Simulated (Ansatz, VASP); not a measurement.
**One calculation of Zr3MoC, two programs**

```
Zr Mo C
1.0
     4.94251    0.00000    0.00000
     0.00000    4.94251    0.00000
     0.00000    0.00000    4.94251
Zr Mo C
3 1 1
Direct
  0.50000 0.00000 0.00000
  0.00000 0.50000 0.00000
  0.00000 0.00000 0.50000
  0.00000 0.00000 0.00000
  0.50000 0.50000 0.50000
```

The cell was built by a generator and needn't be a form met in nature.

Alike in both runs: task relaxation of cell and atoms; functional PBE; k mesh 5 × 5 × 5; occupations fermi-dirac, width 0.05 eV; no spin polarisation.

|  | VASP | Ansatz |
| --- | --- | --- |
| version | VASP 6.6.1 | Ansatz 0.2.0 |
| potentials or method | VASP PAW PBE potentials, release 64 (Zr_sv, Mo_sv, C) | Ansatz PAW |
| plane-wave cutoff (eV) | 600 | 420 |
| valence electrons in the cell | 54 | 54 |

VASP gave:

| Property | Result |
| --- | --- |
| gap on the k mesh at the Fermi level, each at its own relaxed structure (eV) | none |
| relaxed volume (Å³/atom) | 24.45 |
| relaxed cell length with the largest relative difference (Å) | 4.963 |

Question: Which values does Ansatz return?

Answer: gap on the k mesh at the Fermi level, each at its own relaxed structure (eV): none; relaxed volume (Å³/atom): 24.39; relaxed cell length with the largest relative difference (Å): 4.959.

A gap of «none» marks a metal or a gap that the smearing closes.

Caveats: the plane-wave basis is chosen anew once the cell has moved, so the energies of steps on either side of that aren't comparable (Ansatz).
